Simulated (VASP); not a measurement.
Fe (relaxed from the simple-cubic structure, space group Pm-3m): computed properties

These are r2SCAN meta-GGA, VASP's PBE PAW potentials (set 64) (plane waves; VASP) values and carry that method's errors.

```yaml
space_group: Pm-3m (221)
cell: a = b = c = 2.4042 Å, α = β = γ = 90.00°
volume_per_atom: 13.90 Å³/atom
band gap (over mesh and band path): none (metal, semimetal or under 0.01 eV)
cell_moment: 2.88 μB
density: 6.67 g/cm³
```

```cif
data_Fe
_chemical_formula_sum 'Fe1'
_space_group_name_H-M_alt 'P 1'
_space_group_IT_number 1
_cell_length_a 2.40417
_cell_length_b 2.40417
_cell_length_c 2.40417
_cell_angle_alpha 90.000
_cell_angle_beta 90.000
_cell_angle_gamma 90.000
loop_
_space_group_symop_operation_xyz
  'x, y, z'
loop_
_atom_site_label
_atom_site_type_symbol
_atom_site_fract_x
_atom_site_fract_y
_atom_site_fract_z
_atom_site_occupancy
Fe1 Fe 0.00000 0.00000 0.00000 1
```
Starting moments (μB, in the order of the record's atoms Fe): 2.9.

The structure was generated: Fe was put into the simple-cubic type (Pm-3m), which need not be its known phase. It was relaxed first. Symmetry was kept, so distortions that lower it aren't found.
